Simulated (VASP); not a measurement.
The input files of a VASP run:

### INCAR
```
SYSTEM = Pt
PREC = Accurate; ENCUT = 400; LREAL = .FALSE.
LASPH = .TRUE.
EDIFF = 1E-6; NELM = 100; ALGO = Normal
LMAXMIX = 6; LMIXTAU = .TRUE.
ISMEAR = 1; SIGMA = 0.1
METAGGA = R2SCAN
IBRION = 2; NSW = 60; ISIF = 3
EDIFFG = -0.01
LWAVE = .FALSE.; LCHARG = .FALSE.
```

POSCAR:
```
Pt
1
    0.0000000000     1.9600000000     1.9600000000
    1.9600000000     0.0000000000     1.9600000000
    1.9600000000     1.9600000000     0.0000000000
Pt
1
Direct
  0.0000000000   0.0000000000   0.0000000000
```

File KPOINTS:
```
Automatic
0
G
  14 14 14
0 0 0
```

POTCAR, in this order: Pt (PBE.64 set). Program: vasp_std.

### Question
Translate this r2SCAN calculation to Ansatz.

### Answer
One equivalent input (not run):
Ansatz 0.2 input:
```yaml
crystal:
  lattice:
    - [0.0000000, 1.9600000, 1.9600000]
    - [1.9600000, 0.0000000, 1.9600000]
    - [1.9600000, 1.9600000, 0.0000000]
  atoms:
    - { symbol: Pt, position: [0.0000000, 0.0000000, 0.0000000] }
kpoints:
  mp_grid: { grid: [14, 14, 14] }
hamiltonian:
  xc: r2scan
  pseudopotentials: { kind: paw }
scf:
  occupations: { method: methfessel_paxton, width: 0.1 }
  max_iter: 100
relax:
  max_steps: 60
  f_tol: 0.01
  cell: {}
output: { forces: true, stress: true, eigenvalues: true }
```
What does not carry over: each code has its own PAW files, so the cut-off isn't converted (ENCUT is set for VASP's; basis.ecutwfc is left out, and Ansatz then takes the one that its files recommend); Ansatz stops its SCF on the density residual and VASP on the energy change (EDIFF).

The compound is Pt in the fcc structure. This run relaxes it. Symmetry was kept, so distortions that lower it aren't found.
